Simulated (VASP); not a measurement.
# Be3Se2O (P1) in VASP: relaxation of cell and atoms with PBE

Aim: the relaxation of cell and atoms of Be3Se2O with PBE.

Everything below comes from runs of VASP 6.6.1. Logs are shortened: lines on timing, memory, paths and dates and some standing lists are left out, and cuts for length are marked.

## Step 1: The crystal as given

The typed cell holds 12 atoms: a = 5.729 Å, b = 5.715 Å, c = 10.387 Å, α = 88.61°, β = 89.52°, γ = 120.10°.

The cell was built by a generator and needn't be a form met in nature.

## Step 2: Relaxation of cell and atoms, PBE

The input, INCAR:

```
  ALGO = Fast
  EDIFF = 1E-5
  EDIFFG = -0.03
  ENCUT = 520
  GGA = PE
  IBRION = 2
  ISIF = 3
  ISMEAR = 0
  ISYM = 0
  KPAR = 2
  LASPH = T
  LCHARG = F
  LREAL = Auto
  LWAVE = F
  NELM = 80
  NSW = 110
  PREC = Normal
  SIGMA = 0.05
```

The input, KPOINTS:

```
k-points
0
Gamma
  4 4 2
```

The input, POSCAR:

```
Be3Se2O
1.0
    5.7293558900     -0.0008949900      0.0239162300
   -2.8654525300      4.9436799900      0.0690574600
    0.0436770900      0.1708436900     10.3857749900
Be Se O
6 4 2
Direct
    0.7251103100      0.0259680900      0.9803664800
    0.7215966900      0.0045238000      0.4930601900
    0.0230537900      0.7435145600      0.9999068100
    0.9496554200      0.7061554600      0.4973529200
    0.2605282900      0.2617332100      0.9931350700
    0.2582929900      0.2755453500      0.4955642200
    0.3449587200      0.6815516200      0.9889186300
    0.3107185400      0.6631082200      0.4957232100
    0.6578946600      0.3256110800      0.0157178700
    0.6587215200      0.3154529800      0.4881235000
    0.0192941000      0.0211318300      0.9895165800
    0.0302115400      0.0380109300      0.4957709900
```

Potentials or basis: VASP PAW PBE potentials, release 64 (Be, Se, O).

On the command line:

```
$ cat potpaw_PBE.64/Be/POTCAR potpaw_PBE.64/Se/POTCAR potpaw_PBE.64/O/POTCAR > POTCAR
$ mpirun -np 2 vasp_std > vasp.out
```

OUTCAR:

```text
EDIFF = 1E-5
   EDIFFG = -0.03
   ENCUT = 520
   GGA = PE
   IBRION = 2
   ISIF = 3
   ISMEAR = 0
   ISYM = 0
   LASPH = T
   LREAL = Auto
   NELM = 80
   NSW = 110
   PREC = Normal

 ion  position               nearest neighbor table
   1  0.725  0.026  0.980-  11 1.70   9 1.98   7 2.08
   2  0.722  0.005  0.493-  12 1.68  10 1.98   8 2.18
   3  0.023  0.744  1.000-  11 1.60   7 2.05   9 2.25
   4  0.950  0.706  0.497-  12 1.71  10 2.01   8 2.20
   5  0.261  0.262  0.993-  11 1.38   9 2.13   7 2.20
   6  0.258  0.276  0.496-  12 1.33   8 2.08  10 2.19
   7  0.345  0.682  0.989-   3 2.05   1 2.08   5 2.20
   8  0.311  0.663  0.496-   6 2.08   2 2.18   4 2.20
   9  0.658  0.326  0.016-   1 1.98   5 2.13   3 2.25
  10  0.659  0.315  0.488-   2 1.98   4 2.01   6 2.19
  11  0.019  0.021  0.990-   5 1.38   3 1.60   1 1.70
  12  0.030  0.038  0.496-   6 1.33   2 1.68   4 1.71

IMPORTANT INFORMATION: All symmetrisations will be switched off!
NOSYMM: (Re-)initialisation of all symmetry stuff for point group C_1.

----------------------------------------------------------------------------------------

                                     Primitive cell

  volume of cell :     294.0566

  direct lattice vectors                    reciprocal lattice vectors
     5.729355890 -0.000894990  0.023916230     0.174565515  0.101215061 -0.002399096
    -2.865452530  4.943679990  0.069057460     0.000045505  0.202351341 -0.003328826
     0.043677090  0.170843690 10.385774990    -0.000402290 -0.001578558  0.096313203

  length of vectors
     5.729405877  5.714504264 10.387271894     0.201800306  0.202378725  0.096326979

  position of ions in fractional coordinates (direct lattice)
     0.725110310  0.025968090  0.980366480
     0.721596690  0.004523800  0.493060190
     0.023053790  0.743514560  0.999906810
     0.949655420  0.706155460  0.497352920
     0.260528290  0.261733210  0.993135070
     0.258292990  0.275545350  0.495564220
     0.344958720  0.681551620  0.988918630
     0.310718540  0.663108220  0.495723210
     0.657894660  0.325611080  0.015717870
     0.658721520  0.315452980  0.488123500
     0.019294100  0.021131830  0.989516580
     0.030211540  0.038010930  0.495770990

  ion indices of the primitive-cell ions
   primitive index   ion index
                 1           1
                 2           2
                 3           3
                 4           4
                 5           5
                 6           6
                 7           7
                 8           8
                 9           9
                10          10
                11          11
                12          12

----------------------------------------------------------------------------------------

 KPOINTS: k-points

Automatic generation of k-mesh.
[... 84 lines left out ...]
  Thomas-Fermi vector in A             =   2.016940
   LORBIT       =      0    0 simple, 1 ext, 2 COOP (PROOUT), +10 PAW based schemes
   GGA     = PE    functional components
   LHFCALC =     F    Hartree Fock is set to
   AEXX    =    0.0000 exact exchange contribution
   IVDW    =     0    specifies the selected vdW correction
   LEPSILON=     F    determine dielectric tensor
   LRPA    =     F    only Hartree local field effects (RPA)
 conjugate gradient relaxation of ions
 non-spin polarized calculation
 RMM-DIIS sequential band-by-band and
 Gauss-broadening in eV      SIGMA  =   0.05
  energy-cutoff  :      520.00
  volume of cell :      294.06
 maximum number of plane-waves:      7952
   NGX = 21   NGY = 21   NGZ = 39

--------------------------------------- Ionic step        1  -------------------------------------------

 number of electron      47.9999989 magnetization

 Free energy of the ion-electron system (eV)
  ---------------------------------------------------
  ext. energy  EPLUGINS =         0.00000000
  ---------------------------------------------------
  free energy    TOTEN  =       -58.97088925 eV

  energy without entropy =      -58.97088925  energy(sigma->0) =      -58.97088925

------------------------ aborting loop because EDIFF is reached ----------------------------------------

  FORCE on cell =-STRESS in cart. coord.  units (eV):
  Direction    XX          YY          ZZ          XY          YZ          ZX
  --------------------------------------------------------------------------------------
  -------------------------------------------------------------------------------------
  Total        3.3896281     14.1478474      0.1139335      3.3716616      1.0984318     -0.2257644
  in kB       18.4685007     77.0850128      0.6207703     18.3706096      5.9848419     -1.2300850
  external PRESSURE =      32.0580946 kB  Pullay stress =       0.0000000 kB
[... 119 lines left out ...]
  FREE ENERGIE OF THE ION-ELECTRON SYSTEM (eV)
  ---------------------------------------------------
  free  energy   TOTEN  =       -60.4818484572 eV

  energy  without entropy=      -60.4818484572  energy(sigma->0) =      -60.48184846

 E-fermi :   0.0149     XC(G=0):  -6.6976

 val. band max:       -0.2678065286   @ k =   0.0000   0.0000   0.0000
 cond. band min:       2.5737280195   @ k =   0.0000   0.0000   0.0000
 fundamental gap:      2.8415345481
 Fermi energy:         0.0148507054

 k-point     1 :       0.0000    0.0000    0.0000
  band No.  band energies     occupation
      1     -19.8438      2.00000
      2     -19.8174      2.00000
      3     -13.0384      2.00000
      4     -12.9986      2.00000
      5     -11.6356      2.00000
      6     -11.6243      2.00000
[... 669 lines left out ...]
     30       4.5763      0.00000
     31       5.1596      0.00000

[... ionic steps 4 to 62 ...]

--------------------------------------- Ionic step       63  -------------------------------------------

 number of electron      47.9999996 magnetization

------------------------ aborting loop because EDIFF is reached ----------------------------------------
[... 87 lines left out ...]
--------------------------------------- Ionic step       65  -------------------------------------------

 number of electron      47.9999996 magnetization

 Free energy of the ion-electron system (eV)
  ---------------------------------------------------
  ext. energy  EPLUGINS =         0.00000000
  ---------------------------------------------------
  free energy    TOTEN  =       -61.67897591 eV

  energy without entropy =      -61.67897591  energy(sigma->0) =      -61.67897591

 E-fermi :  -0.7930     XC(G=0):  -6.7008

 val. band max:       -1.0649586048   @ k =   0.5000   0.5000   0.0000
 cond. band min:       2.8406878417   @ k =   0.0000   0.0000   0.0000
 fundamental gap:      3.9056464465
 Fermi energy:        -0.7930307350

 k-point     1 :       0.0000    0.0000    0.0000
  band No.  band energies     occupation
      1     -19.5984      2.00000
      2     -19.5953      2.00000
      3     -12.7308      2.00000
      4     -12.6820      2.00000
      5     -11.9862      2.00000
      6     -11.9201      2.00000
[... 708 lines left out ...]
  FREE ENERGIE OF THE ION-ELECTRON SYSTEM (eV)
  ---------------------------------------------------
  free  energy   TOTEN  =       -61.6789759135 eV

  energy  without entropy=      -61.6789759135  energy(sigma->0) =      -61.67897591

 reached required accuracy - stopping structural energy minimisation
```

OSZICAR:

```text
N       E                     dE             d eps       ncg     rms          rms(c)
DAV:   1     0.296082291305E+03    0.29608E+03   -0.18496E+04  1240   0.124E+03
DAV:   2    -0.267747424787E+02   -0.32286E+03   -0.30963E+03  1677   0.241E+02
DAV:   3    -0.638536178458E+02   -0.37079E+02   -0.36876E+02  1513   0.941E+01
[... 554 lines left out ...]
       N       E                     dE             d eps       ncg     rms          rms(c)
DAV:   1    -0.616789740576E+02   -0.12349E-03   -0.22907E-02  1310   0.762E-01    0.722E-02
RMM:   2    -0.616789802680E+02   -0.62104E-05   -0.87238E-04  1240   0.147E-01    0.269E-02
RMM:   3    -0.616789776058E+02    0.26622E-05   -0.14816E-04  1247   0.615E-02    0.166E-02
RMM:   4    -0.616789759135E+02    0.16923E-05   -0.31182E-05   919   0.270E-02
  65 F= -.61678976E+02 E0= -.61678976E+02  d E =-.125384E-03
```

CONTCAR:

```text
Be3Se2O
   1.00000000000000
     5.3187575153998470   -0.0017272048101232    0.0859239603486463
    -2.6614212501937806    4.6018619500711750    0.1755911312333959
     0.1423313864686355    0.4115609764470928   12.2037801593788426
  Be              Se              O
     6     4     2
Direct
     0.7180861777149476    0.0127655870823851    0.9939475927583282
     0.6962516439763579    0.9975659463295200    0.4950391043420124
     0.0071548623106604    0.7228877825139445    0.9939978460557012
     0.9859705199344519    0.7084250478154079    0.4950682507530816
     0.2969302809715532    0.3016749152186859    0.9938251380636188
     0.2752000208843708    0.2875546425883085    0.4948002578836069
     0.3554905539954548    0.6978186232738880    0.9084916058337933
     0.3045654044313704    0.6461884237170883    0.5808213252343449
     0.6594130011544831    0.3273559649467286    0.0796996198343701
     0.6675588768597214    0.3496598789329446    0.4095483049805805
     0.0074736217769454    0.0124501862155636    0.9934840195229293
     0.9859416059896892    0.9979601313655424    0.4944334047376329

  0.00000000E+00  0.00000000E+00  0.00000000E+00
  0.00000000E+00  0.00000000E+00  0.00000000E+00
  0.00000000E+00  0.00000000E+00  0.00000000E+00
  0.00000000E+00  0.00000000E+00  0.00000000E+00
  0.00000000E+00  0.00000000E+00  0.00000000E+00
  0.00000000E+00  0.00000000E+00  0.00000000E+00
  0.00000000E+00  0.00000000E+00  0.00000000E+00
  0.00000000E+00  0.00000000E+00  0.00000000E+00
  0.00000000E+00  0.00000000E+00  0.00000000E+00
  0.00000000E+00  0.00000000E+00  0.00000000E+00
  0.00000000E+00  0.00000000E+00  0.00000000E+00
  0.00000000E+00  0.00000000E+00  0.00000000E+00
```

Run time: 17 min. Hardware: 2 MPI ranks of Intel Xeon Platinum 8488C (Sapphire Rapids), shared host; peak memory 0.32 GiB.

What came out:

```
Free energy                            : -61.6790 eV
Relaxed volume                         : 24.84 Å³/atom
Relaxed cell                           : a = 5.319 Å, b = 5.319 Å, c = 12.212 Å, α = 86.77°, β = 88.41°, γ = 120.00°
Space group after relaxing (to 0.05 Å) : P1 (No. 1)
Energy gained by relaxing              : 225.7 meV/atom
Ionic steps                            : 65
Pressure after relaxing                : 0.0 GPa
Largest force after relaxing           : 0.014 eV/Å
Band gap on the k mesh                 : 3.91 eV, indirect (least direct gap 4.33 eV)
```

Forces in eV/Å, atoms in the order of the input:
```
Be   0.002 -0.005 -0.002
Be   0.000  0.006 -0.005
Be   0.004 -0.008 -0.004
Be  -0.001  0.000  0.000
Be  -0.002  0.006 -0.003
Be  -0.001 -0.003  0.000
Se  -0.002  0.008  0.004
Se  -0.004 -0.014  0.000
Se   0.006  0.004  0.007
Se   0.004 -0.005 -0.001
O   -0.010  0.008  0.002
O    0.003  0.000  0.004
```

The path:
```
step  energy change (eV)  largest force (eV/Å)  pressure (GPa)  volume (Å³)
   1              0.0000                8.8220            3.21       294.06
   3             -1.5110                1.9309           -0.81       302.67
   5             -1.5196                1.7403           -0.63       301.82
   7             -1.8171                0.8787            0.19       299.03
   9             -1.8972                0.6482            0.03       299.60
  11             -1.9487                0.2235           -0.15       300.24
  13             -1.9584                0.1972            0.15       299.26
  15             -1.9664                0.2148            0.03       300.15
  17             -1.9783                0.2288           -0.20       301.89
  19             -1.9932                0.2336           -0.04       301.87
  21             -1.9979                0.2988            0.14       301.84
  23             -2.0210                0.3596            0.11       302.74
  25             -2.0578                0.5291           -0.07       304.60
  27             -2.0639                0.5921           -0.27       305.82
  29             -2.0979                0.4714           -0.10       305.07
  31             -2.1759                0.5106           -0.09       303.98
  33             -2.2577                0.6268           -0.09       301.42
  35             -2.3460                0.8268            0.10       297.66
  37             -2.3999                1.0128           -1.30       288.88
  39             -2.4935                0.6870           -0.58       292.32
  41             -2.5814                0.4994           -0.06       284.91
  43             -2.6224                0.6885            0.46       284.21
  45             -2.6688                0.2663            0.48       286.89
  47             -2.6889                0.2158            0.23       289.99
  49             -2.7008                0.1380            0.00       293.01
  51             -2.7042                0.1208            0.09       293.58
  53             -2.7059                0.0530            0.04       294.81
  55             -2.7066                0.0402            0.00       295.66
  57             -2.7071                0.0483            0.03       296.28
  59             -2.7075                0.0407            0.01       297.08
  61             -2.7078                0.0335           -0.02       297.70
  63             -2.7080                0.0317            0.02       297.98
  65             -2.7081                0.0143            0.00       298.11
```

Final structure:
```
Be Se O
1.0
     5.31876   -0.00173    0.08592
    -2.66142    4.60186    0.17559
     0.14233    0.41156   12.20378
Be Se O
6 4 2
Direct
  0.71809 0.01277 0.99395
  0.69625 0.99757 0.49504
  0.00715 0.72289 0.99400
  0.98597 0.70842 0.49507
  0.29693 0.30167 0.99383
  0.27520 0.28755 0.49480
  0.35549 0.69782 0.90849
  0.30457 0.64619 0.58082
  0.65941 0.32736 0.07970
  0.66756 0.34966 0.40955
  0.00747 0.01245 0.99348
  0.98594 0.99796 0.49443
```

Levels at points of the mesh, in eV from the valence-band top:
| k point | band 22 | band 23 | band 24 | band 25 | band 26 | band 27 |
| --- | --- | --- | --- | --- | --- | --- |
| (0.00, 0.00, 0.00) | -0.64 | -0.63 | -0.50 | 3.91 | 5.09 | 5.16 |
| (0.50, 0.00, 0.00) | -0.39 | -0.31 | 0.00 | 4.34 | 4.82 | 5.22 |
| (0.00, 0.50, 0.00) | -0.38 | -0.32 | 0.00 | 4.33 | 4.83 | 5.22 |
| (0.50, 0.50, 0.00) | -0.39 | -0.31 | 0.00 | 4.35 | 4.80 | 5.22 |
| (0.00, 0.00, 0.50) | -0.67 | -0.66 | -0.65 | 4.42 | 4.42 | 5.22 |
| (0.50, 0.00, 0.50) | -0.60 | -0.14 | -0.09 | 4.55 | 4.56 | 5.45 |
| (0.00, 0.50, 0.50) | -0.60 | -0.15 | -0.08 | 4.55 | 4.56 | 5.45 |
| (0.50, 0.50, 0.50) | -0.62 | -0.12 | -0.11 | 4.54 | 4.56 | 5.46 |
